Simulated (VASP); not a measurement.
OSZICAR of a VASP run on SbPd (a trial cell in the rocksalt structure, space group Fm-3m):

OSZICAR:
```
       N       E                     dE             d eps       ncg     rms          rms(c)
RMM:   1     0.118730562437E+03    0.11873E+03   -0.34567E+03   517   0.750E+02
RMM:   2     0.294021142602E+02   -0.89328E+02   -0.85540E+02   517   0.194E+02
RMM:   3     0.239384754652E+01   -0.27008E+02   -0.22677E+02   517   0.827E+01
RMM:   4    -0.588239679384E+01   -0.82762E+01   -0.53759E+01   517   0.483E+01
RMM:   5    -0.856723149088E+01   -0.26848E+01   -0.16099E+01   517   0.235E+01
RMM:   6    -0.936321247422E+01   -0.79598E+00   -0.48732E+00   517   0.127E+01
RMM:   7    -0.953835652525E+01   -0.17514E+00   -0.14227E+00   517   0.639E+00
RMM:   8    -0.957807730281E+01   -0.39721E-01   -0.34692E-01   517   0.328E+00
RMM:   9    -0.958757968182E+01   -0.95024E-02   -0.89852E-02  1197   0.163E+00
RMM:  10    -0.959023037070E+01   -0.26507E-02   -0.24618E-02  1183   0.755E-01
RMM:  11    -0.959060298123E+01   -0.37261E-03   -0.34981E-03  1193   0.352E-01
RMM:  12    -0.959072936195E+01   -0.12638E-03   -0.12563E-03  1188   0.177E-01    0.345E+00
RMM:  13    -0.953797930652E+01    0.52750E-01   -0.15361E-01  1836   0.360E+00    0.178E+00
RMM:  14    -0.952334527038E+01    0.14634E-01   -0.50030E-02  1762   0.136E+00    0.112E+00
RMM:  15    -0.951670166309E+01    0.66436E-02   -0.26846E-02  1638   0.154E+00    0.229E-01
RMM:  16    -0.951676252809E+01   -0.60865E-04   -0.40434E-04  1129   0.179E-01    0.330E-02
RMM:  17    -0.951675941424E+01    0.31139E-05   -0.21593E-05  1165   0.435E-02    0.175E-02
RMM:  18    -0.951675880118E+01    0.61306E-06   -0.66708E-06  1028   0.236E-02
   1 F= -.95167588E+01 E0= -.95164620E+01  d E =-.890406E-03
```

Problem. Which electronic solver shows in the log?

Solution. It is RMM-DIIS (ALGO = Fast or VeryFast). The INCAR had ALGO = VeryFast.

Problem. Can the final energy be trusted as converged?

Solution. The run converged. It stopped with EDIFF = 1E-6, NELM = 100 (PBE GGA, plane waves, VASP's PBE PAW potentials (set 64)).

The structure was generated: SbPd was put into the rocksalt type (Fm-3m), which need not be its known phase. The cell was not relaxed at this level. The run is one of a series of settings (ALGO = VeryFast against the base run), some of them coarse on purpose. The electron count is odd and the run is not spin-polarised, which forces a metal.
